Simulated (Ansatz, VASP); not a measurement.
# TaTeSe (1T-TaSeTe bilayer, AA) in two plane-wave programs, part 2 of 2

One calculation is typed for both programs; each brings its own data sets. How far apart do they land? The structure shown is the start of the Ansatz relaxation below; VASP solves that cell, so the two are compared at the walk's first step.

VASP 6.6.1 and Ansatz 0.2.0.

So far: Set-up; Ansatz: relaxation, PBE with D3(BJ).

### 3. VASP: single point, PBE with D3(BJ), start cell

Level of this step: PBE with D3(BJ), zero-moment start; plane waves and PAW (Te, Ta_pv, Se) (VASP).

The same cell, functional, mesh and smearing now go to VASP, with its own data sets.

Lines of VASP's logs that name or quote its potential files are left out, and so is its time.

The input, INCAR:

```
SYSTEM = TaTeSe
PREC = Accurate
ENCUT = 400
EDIFF = 1E-06
NELM = 200
ISMEAR = -1
SIGMA = 0.05
LREAL = .FALSE.
ALGO = Normal
GGA = PE
IVDW = 12
NBANDS = 32
ISPIN = 2
MAGMOM = 0 -0 -0 0 0 -0
LASPH = .TRUE.
LMAXMIX = 4
LORBIT = 11
LWAVE = .FALSE.
LCHARG = .FALSE.
ISIF = 2
LDIPOL = .TRUE.
IDIPOL = 3
DIPOL = 0.5 0.5 0.501
LVHAR = .TRUE.
GGA_COMPAT = .FALSE.
NELMDL = -8
KPAR = 2
```

The input, POSCAR:

```
TaTeSe
1.0
    3.8276450000      0.0000000000      0.0000000000
   -1.9138230000      3.3148380000      0.0000000000
    0.0000000000      0.0000000000     51.6211970000
Te Ta Se
2 2 2
Direct
    0.6666668408      0.3333333333      0.4000294685
    0.6666668408      0.3333333333      0.5309950097
    0.0000000000      0.0000000000      0.4372984803
    0.0000000000      0.0000000000      0.5682640215
    0.3333334204      0.6666666667      0.4690049710
    0.3333334204      0.6666666667      0.5999705315
```

The input, KPOINTS:

```
Automatic mesh
0
Gamma
12 12 1
0 0 0
```

PAW data sets: Te, Ta_pv and Se (PBE family, release 64).

Command:

```sh
mpirun -np 2 vasp_std
```

Numbers of over 12 decimals in the logs are rounded to 6 here.

The log of the run:

```text
[banner, memory and clock lines left out]
running    2 mpi-ranks, on    1 nodes
 distrk:  each k-point on    1 cores,    2 groups
 distr:  one band on    1 cores,    1 groups

 POSCAR found type information on POSCAR TeTaSe
 POSCAR found :  3 types and       6 ions
 LDA part: xc-table for (Slater+PW92), standard interpolation
|                                                                             |
|           W    W    AA    RRRRR   N    N  II  N    N   GGGG   !!!           |
|           W    W   A  A   R    R  NN   N  II  NN   N  G    G  !!!           |
|           W    W  A    A  R    R  N N  N  II  N N  N  G       !!!           |
|           W WW W  AAAAAA  RRRRR   N  N N  II  N  N N  G  GGG   !            |
|           WW  WW  A    A  R   R   N   NN  II  N   NN  G    G                |
|           W    W  A    A  R    R  N    N  II  N    N   GGGG   !!!           |
|                                                                             |
|     One of the lattice vectors is very long (>50 A), but AMIN is rather     |
|     large. This can spoil convergence since charge sloshing might occur     |
|     along the long lattice vector. If problems with convergence are         |
|     observed, try to decrease AMIN to a smaller value (e.g. 0.01).          |
|     Note: This warning only applies if the self-consistency cycle is        |
|     used.                                                                   |
|                                                                             |

 POSCAR, INCAR and KPOINTS ok, starting setup
 FFT: planning ... GRIDC
 FFT: planning ... GRID_SOFT
 FFT: planning ... GRID
 WAVECAR not read
 entering main loop
       N       E                     dE             d eps       ncg     rms          rms(c)
DAV:   1     0.253118330952E+03    0.25312E+03   -0.16523E+04  3048   0.837E+02
DAV:   2    -0.869483143080E+01   -0.26181E+03   -0.25383E+03  3408   0.181E+02
DAV:   3    -0.411836305293E+02   -0.32489E+02   -0.32091E+02  3136   0.594E+01
DAV:   4    -0.423165824315E+02   -0.11330E+01   -0.11197E+01  3376   0.127E+01
DAV:   5    -0.423444497233E+02   -0.27867E-01   -0.27787E-01  3496   0.188E+00
DAV:   6    -0.423449456406E+02   -0.49592E-03   -0.49550E-03  3456   0.253E-01
DAV:   7    -0.423449639243E+02   -0.18284E-04   -0.18277E-04  3528   0.463E-02
DAV:   8    -0.423449645486E+02   -0.62426E-06   -0.62424E-06  3248   0.831E-03    0.158E+01
DAV:   9    -0.397883062950E+02    0.25567E+01   -0.11155E+01  2888   0.159E+01    0.929E+00
DAV:  10    -0.397293496136E+02    0.58957E-01   -0.50908E+00  2952   0.780E+00    0.444E+00
DAV:  11    -0.486622627949E+02   -0.89329E+01   -0.48006E+01  3592   0.160E+01    0.154E+01
DAV:  12    -0.393536897519E+02    0.93086E+01   -0.69911E+01  3520   0.134E+01    0.210E+00
DAV:  13    -0.393670608717E+02   -0.13371E-01   -0.23301E+00  2808   0.396E+00    0.111E+00
DAV:  14    -0.393416472690E+02    0.25414E-01   -0.21651E-01  3032   0.185E+00    0.587E-01
[...]
DAV:  27    -0.393400129387E+02   -0.30220E-04   -0.25489E-06  2512   0.510E-03    0.419E-03
DAV:  28    -0.393400239981E+02   -0.11059E-04   -0.40102E-07  2064   0.252E-03    0.427E-03
DAV:  29    -0.393400385925E+02   -0.14594E-04   -0.33794E-07  1880   0.262E-03    0.229E-03
DAV:  30    -0.393400478474E+02   -0.92549E-05   -0.41903E-07  1944   0.218E-03    0.780E-04
DAV:  31    -0.393400501702E+02   -0.23228E-05   -0.62929E-08  1472   0.998E-04    0.709E-04
DAV:  32    -0.393400557642E+02   -0.55940E-05   -0.73278E-08  1792   0.908E-04    0.477E-04
DAV:  33    -0.393400582732E+02   -0.25090E-05   -0.85953E-08  1816   0.767E-04    0.836E-04
DAV:  34    -0.393400589291E+02   -0.65584E-06   -0.12486E-08  1464   0.403E-04
   1 F= -.41411808E+02 E0= -.41391978E+02  d E =-.396617E-01  mag=    -0.0000
```

Parts of OUTCAR (step 3):

```text
ion  position               nearest neighbor table
   1  0.667  0.333  0.400-   3 2.93   3 2.93   3 2.93
   2  0.667  0.333  0.531-   4 2.93   4 2.93   4 2.93
   3  0.000  0.000  0.437-   5 2.75   5 2.75   5 2.75   1 2.93   1 2.93   1 2.93
   4  0.000  0.000  0.568-   6 2.75   6 2.75   6 2.75   2 2.93   2 2.93   2 2.93
   5  0.333  0.667  0.469-   3 2.75   3 2.75   3 2.75
   6  0.333  0.667  0.600-   4 2.75   4 2.75   4 2.75

  LATTYP: Found a hexagonal cell.
 ALAT       =     3.8276450000
 C/A-ratio  =    13.4864118799

 Subroutine GETGRP returns: Found  6 space group operations
 (whereof  6 operations were pure point group operations)

The static configuration has the point symmetry C_3v.

 Found     19 irreducible k-points:

   k-points           NKPTS =     19   k-points in BZ     NKDIM =     19   number of bands    NBANDS=     32

   dimension x,y,z NGX =    28 NGY =   28 NGZ =  350
   dimension x,y,z NGXF=    56 NGYF=   56 NGZF=  700

   ENCUT  =  400.0 eV  29.40 Ry    5.42 a.u.   6.24  6.24 84.18*2*pi/ulx,y,z

   NELECT =      46.0000    total number of electrons

 k-points in reciprocal lattice and weights: Automatic mesh
   0.00000000  0.00000000  0.00000000       0.007
   0.08333333  0.00000000  0.00000000       0.042
   0.16666667 -0.00000000  0.00000000       0.042
   0.25000000  0.00000000  0.00000000       0.042
   0.33333333 -0.00000000  0.00000000       0.042
   0.41666667  0.00000000  0.00000000       0.042
   0.50000000  0.00000000  0.00000000       0.021
   0.08333333  0.08333333  0.00000000       0.042
   0.16666667  0.08333333  0.00000000       0.083
[...]
0.33333333  0.25000000  0.00000000       0.083
   0.33333333  0.33333333  0.00000000       0.014

 dipolmoment           0.000000      0.000000      0.035114 electrons x Angstroem

 average (electrostatic) potential at core
       1 -96.7319       2 -96.7409       3 -46.5043       4 -46.5110       5 -60.8159
       6 -60.7220

 E-fermi :  -2.2620

 spin component 1
 k-point     1 :       0.0000    0.0000    0.0000
  band No.  band energies     occupation
    ...
     16      -4.9550      1.00000
     17      -4.7864      1.00000
     18      -3.7622      1.00000
     19      -2.3185      0.75573
     20      -2.3185      0.75572
     21      -2.2399      0.39149
     22      -2.2399      0.39147
     23      -2.2017      0.23057
     24      -2.2017      0.23056
     25      -2.1712      0.13991
    ...

 k-point     2 :       0.0833    0.0000    0.0000
  band No.  band energies     occupation
    ...
     18      -3.6832      1.00000
     19      -3.1658      1.00000
     20      -3.0881      1.00000
     21      -2.7816      0.99997
     22      -2.7088      0.99987
     23      -2.2164      0.28679
     24      -2.1583      0.11165
     25      -1.7547      0.00004
     26      -1.7070      0.00002
     27      -1.7001      0.00001
    ...

 k-point     3 :       0.1667   -0.0000    0.0000
  band No.  band energies     occupation
    ...
     20      -3.5762      1.00000
     21      -3.2117      1.00000
     22      -3.1298      1.00000
     23      -2.3875      0.92491
     24      -2.3282      0.78992
     25      -1.4644      0.00000
     26      -1.3767      0.00000
     27      -1.3152      0.00000
     28      -1.1027      0.00000
     29       0.0456      0.00000
    ...

 k-point     4 :       0.2500    0.0000    0.0000
  band No.  band energies     occupation
    ...
     20      -3.7775      1.00000
     21      -3.4874      1.00000
     22      -3.3954      1.00000
     23      -2.6582      0.99964
     24      -2.5908      0.99861
     25      -1.2804      0.00000
     26      -1.1666      0.00000
     27      -1.0934      0.00000
     28      -0.9458      0.00000
     29       0.0524      0.00000
    ...

 k-point     5 :       0.3333   -0.0000    0.0000
  band No.  band energies     occupation
    ...
     20      -4.0977      1.00000
     21      -3.6060      1.00000
     22      -3.4923      1.00000
     23      -2.8977      1.00000
     24      -2.8017      0.99998
     25      -1.0504      0.00000
     26      -1.0224      0.00000
     27      -0.9946      0.00000
     28      -0.7591      0.00000
     29       0.4151      0.00000
    ...

 k-point     6 :       0.4167    0.0000    0.0000
  band No.  band energies     occupation
    ...
     20      -4.3057      1.00000
     21      -3.6383      1.00000
     22      -3.4981      1.00000
     23      -3.0221      1.00000
     24      -2.9220      1.00000
     25      -0.9593      0.00000
     26      -0.9345      0.00000
     27      -0.7454      0.00000
     28      -0.6434      0.00000
     29       0.5303      0.00000
    ...

 Edisp (eV)   -2.07175

  Total     -12.76828   -12.76828   -11.15157     0.00000     0.00000     0.00000
  in kB     -31.23352   -31.23353   -27.27876     0.00000     0.00000     0.00000
  external pressure =      -29.92 kB  Pullay stress =        0.00 kB

  energy-cutoff  :      400.00
  volume of cell :      654.97
      direct lattice vectors                 reciprocal lattice vectors
     3.827645000  0.000000000  0.000000000     0.261257248  0.150836973  0.000000000
    -1.913823000  3.314838000  0.000000000     0.000000000  0.301673868  0.000000000
     0.000000000  0.000000000 51.621197000     0.000000000  0.000000000  0.019371887

 POSITION                                       TOTAL-FORCE (eV/Angst)
 -----------------------------------------------------------------------------------
      1.91382      1.10495     20.65000         0.000000      0.000000      1.421390
      1.91382      1.10495     27.41060        -0.000000     -0.000000      1.314412
      0.00000      0.00000     22.57387        -0.000000      0.000000      0.173876
      0.00000      0.00000     29.33447        -0.000000      0.000000      0.098759
     -0.00000      2.20989     24.21060        -0.000000      0.000000     -1.458614
     -0.00000      2.20989     30.97120        -0.000000      0.000000     -1.549822
 -----------------------------------------------------------------------------------
    total drift:                               -0.000630     -0.000001     -0.000509

  FREE ENERGIE OF THE ION-ELECTRON SYSTEM (eV)
  ---------------------------------------------------
  free  energy   TOTEN  =       -41.4118083494 eV

  energy  without entropy=      -41.3721466528  energy(sigma->0) =      -41.39197750

 vacuum level on the upper side and lower side of the slab         2.602         2.102

 total charge
# of ion       s       p       d       tot
------------------------------------------
    1        1.382   1.950   0.038   3.370
    2        1.387   1.937   0.040   3.364
    3        0.273   6.105   2.130   8.507
    4        0.275   6.106   2.121   8.502
    5        1.468   2.288   0.036   3.792
    6        1.469   2.286   0.034   3.789
--------------------------------------------------
tot          6.254  20.672   4.398  31.324

 magnetization (x)
# of ion       s       p       d       tot
------------------------------------------
    1       -0.000   0.000  -0.000   0.000
    2        0.000   0.000  -0.000   0.000
    3       -0.000  -0.000  -0.000  -0.000
    4       -0.000  -0.000  -0.000  -0.000
    5        0.000   0.000  -0.000   0.000
    6        0.000   0.000  -0.000   0.000
--------------------------------------------------
tot         -0.000   0.000  -0.000  -0.000

[... 3 further parts left out ...]
```

### 4. Comparison

Known differences besides the potentials themselves: Ansatz cuts the interaction across the vacuum, VASP repeats the sheet with a dipole correction; the data sets hold 90 valence electrons in Ansatz (on its default PAW (the set named soft_2) files) and 46 in VASP; the cutoff is 420 eV in Ansatz and 400 eV in VASP. Total energies have different zeros and are not compared.

Forces (eV/Å; atoms numbered as in POSCAR):

| atom | Ansatz x, y, z | VASP x, y, z |
| --- | --- | --- |
| Te1 | 0.000, 0.000, 1.431 | 0.000, 0.000, 1.421 |
| Te2 | 0.000, 0.000, 1.325 | 0.000, 0.000, 1.314 |
| Ta3 | 0.000, 0.000, 0.172 | 0.000, 0.000, 0.174 |
| Ta4 | 0.000, 0.000, 0.098 | 0.000, 0.000, 0.099 |
| Se5 | 0.000, 0.000, -1.468 | 0.000, 0.000, -1.459 |
| Se6 | 0.000, 0.000, -1.559 | 0.000, 0.000, -1.550 |

The forces differ by 4.6 meV/Å r.m.s., which is 0.7 % of the r.m.s. force of 0.680 eV/Å (both taken over all components). Moments aren't recorded for both runs of this pair, so they may hold unlike magnetic states. With vacuum in the cell, a pressure given here is an average over mostly empty space and none of the material.

### 5. Summary of results

```
r.m.s. force difference (single point, PBE with D3(BJ), start cell) : 0.67 % of the r.m.s. force
```

What this shows: The r.m.s. force difference is 0.67 % of the r.m.s. force (single point, PBE with D3(BJ), start cell), within the 3 % picked in this series as the mark of a large difference. The data sets hold unlike numbers of valence electrons (90 in Ansatz and 46 in VASP), so part of the differences comes from the potentials. 1 further run of this series is not shown here. Such differences can come from data sets, numerical settings and the points named under the comparisons, not from the functional's error against experiment.

[Lines on the potential files, build, host, timing and source positions are cut from VASP's logs without a mark.]

[Logs are printed without paths, hosts, clocks, repeated set-up lines and the standing remarks that a program may print on its own settings, such as how far it seeks lower states.]

[Hosts, paths, dates, database ids (printed as entryN), source tags and the programs' standing remarks are cut or masked in the printed files.]
